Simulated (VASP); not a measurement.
Consider the following.

```
CELL_PARAMETERS angstrom
     -1.63905     1.63905     1.63905
      1.63905    -1.63905     1.63905
      1.63905     1.63905    -1.63905
ATOMIC_POSITIONS crystal
  W  0.00000 0.00000 0.00000
```

The numbers are results of vdW-DF2, VASP's PBE PAW potentials (set 64) (plane waves; VASP), not measurements. Run with 520 eV cut-off, 16×16×16 Γ-centred mesh, first-order Methfessel-Paxton smearing of 0.10 eV, potentials W_sv.

Unless said otherwise, spin-orbit coupling is left out, though it shifts the bands of the heavy elements here.

Task: Estimate the energy per atom (σ→0), pressure, band gap (on the k-mesh) with the smallest direct gap where there is one.

Result: 
The band gap (on the k-mesh) is none (metal, semimetal or under 0.01 eV), the energy per atom (σ→0) is -8.440 eV/atom and the pressure is -7.85 GPa.

The absolute energy has meaning only against runs of the same code, potentials and settings.

The compound is W in the bcc structure. This cell is one point of a volume scan, at 1.03 of the reference volume.
